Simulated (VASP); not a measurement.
Set up this calculation in VASP 6.6.1, as the native input.

- Task: single point
- Functional: r2SCAN
- Dispersion: D3(BJ)
- Potentials or basis: VASP PAW PBE potentials, release 64 (O, H, S)
- Cutoff: 520 eV
- k mesh: 1 × 1 × 1
- Occupations: fermi-dirac, width 0.05 eV
- Spin: no spin polarisation
- Dipole correction: no
- Further INCAR settings: LREAL = Auto; ALGO = Normal; EDIFF = 1e-07; NBANDS = 55

The system is H18SO8.

```
O H S
1.0
     6.69433    0.00000    0.00000
     0.00000    6.69433    0.00000
     0.00000    0.00000    6.69433
O H S
8 18 1
Direct
  0.00727 0.56224 0.29964
  0.39396 0.35735 0.42275
  0.03920 0.07656 0.36111
  0.53058 0.22522 0.78322
  0.30061 0.51320 0.94510
  0.06596 0.72198 0.67119
  0.72650 0.26655 0.16813
  0.21687 0.01966 0.91603
  0.98267 0.67987 0.21845
  0.92861 0.45610 0.24331
  0.50156 0.34263 0.32499
  0.30689 0.46979 0.38882
  0.16290 0.14938 0.33463
  0.06603 0.98902 0.47469
  0.40951 0.14211 0.81139
  0.49935 0.28569 0.65408
  0.35418 0.62595 0.01852
  0.41746 0.43241 0.90360
  0.00355 0.64931 0.56460
  0.14627 0.63463 0.75483
  0.70080 0.23665 0.03289
  0.79972 0.15597 0.22607
  0.13495 0.13087 0.95747
  0.12688 0.93811 0.83347
  0.58745 0.86926 0.11959
  0.62423 0.92855 0.84137
  0.69859 0.79923 0.97094
```

The cell was built by a generator and needn't be a form met in nature.

One way to write it, as run:

POSCAR

```
H18SO8
1.0
    6.6943300000      0.0000000000      0.0000000000
    0.0000000000      6.6943300000      0.0000000000
    0.0000000000      0.0000000000      6.6943300000
O H S
8 18 1
Direct
    1.0072703318      0.5622369976      0.2996416370
    0.3939602619      0.3573471878      0.4227458162
    0.0391973506      0.0765573254      0.3611115676
    0.5305833444      0.2252204478      0.7832150492
    0.3006126080      0.5131954953     -0.0548972041
    1.0659617915      0.7219841269      0.6711948769
    0.7264954073      0.2665539344      0.1681273555
    0.2168700975      0.0196584274      0.9160289379
    0.9826674215      0.6798738634      0.2184535271
    0.9286067463      0.4561024031      0.2433103836
    0.5015587818      0.3426332434      0.3249914480
    0.3068865742      0.4697856246      0.3888215848
    0.1628990504      0.1493801471      0.3346264675
    0.0660260250     -0.0109794408      0.4746852934
    0.4095107352      0.1421053339      0.8113881449
    0.4993479557      0.2856895313      0.6540759120
    0.3541803287      0.6259476303      0.0185231382
    0.4174577590      0.4324107118     -0.0963950089
    1.0035507661      0.6493106853      0.5645972039
    1.1462685586      0.6346266169      0.7548328212
    0.7008020220      0.2366480290      0.0328935084
    0.7997215554      0.1559678116      0.2260719146
    0.1349500249      0.1308719469      0.9574669907
    0.1268834969     -0.0618881949      0.8334665306
    0.5874523664      0.8692580139      1.1195892643
    0.6242297586      0.9285469942      0.8413687404
    0.6985911958      0.7992286009      0.9709410800
```

INCAR.step1

```
SYSTEM = H18SO8
PREC     = Accurate       ! precision mode
ENCUT    = 520            ! plane-wave cutoff, eV
ISMEAR   = -1             ! smearing method
SIGMA    = 0.05           ! smearing width, eV
LREAL    = Auto         
LASPH    = .TRUE.         ! aspherical terms in the spheres
NELM     = 100            ! most SCF steps
NBANDS   = 55             ! bands
GGA      = PE             ! functional
ALGO     = Normal         ! electronic algorithm
EDIFF    = 1E-4           ! SCF threshold, eV
LWAVE    = .TRUE.         ! write WAVECAR
LCHARG   = .FALSE.        ! write CHGCAR
```

INCAR.step2

```
SYSTEM = H18SO8
PREC     = Accurate       ! precision mode
ENCUT    = 520            ! plane-wave cutoff, eV
EDIFF    = 1E-7           ! SCF threshold, eV
ISMEAR   = -1             ! smearing method
SIGMA    = 0.05           ! smearing width, eV
LREAL    = Auto         
LASPH    = .TRUE.         ! aspherical terms in the spheres
NELM     = 100            ! most SCF steps
ALGO     = Normal         ! electronic algorithm
ISIF     = 2              ! what is computed and relaxed
LWAVE    = .FALSE.        ! write WAVECAR
LCHARG   = .FALSE.        ! write CHGCAR
METAGGA  = R2SCAN         ! meta-GGA
LMIXTAU  = .TRUE.       
IVDW     = 12             ! dispersion correction
VDW_S6   = 1.0          
VDW_S8   = 0.78981345   
VDW_A1   = 0.49484001   
VDW_A2   = 5.73083694   
NBANDS   = 55             ! bands
ISTART   = 1
```

KPOINTS

```
regular mesh
0
G
  1 1 1
  0 0 0
```

Potentials or basis: VASP PAW PBE potentials, release 64 (O, H, S).

Command:

```sh
$ cat potpaw_PBE.64/O/POTCAR potpaw_PBE.64/H/POTCAR potpaw_PBE.64/S/POTCAR > POTCAR
$ cp INCAR.step1 INCAR
$ mpirun -np 1 vasp_gam > vasp.out
$ cp INCAR.step2 INCAR
$ mpirun -np 1 vasp_gam > vasp.out
```

It gave:

| Property | Result |
| --- | --- |
| Pressure | -0.1 GPa |
| Largest force | 1.693 eV/Å |
| Band gap on the k mesh | 4.69 eV, direct |
| Dispersion energy per atom | -0.018 eV |

Caveat: the PAW data sets were made with another functional, which shifts forces and pressure a little.

Run time: 2.5 min on 1 thread of Intel(R) Xeon(R) Platinum 8259CL CPU @ 2.50GHz (Skylake/Cascade Lake), with other jobs on the host, peak memory 0.37 GiB.
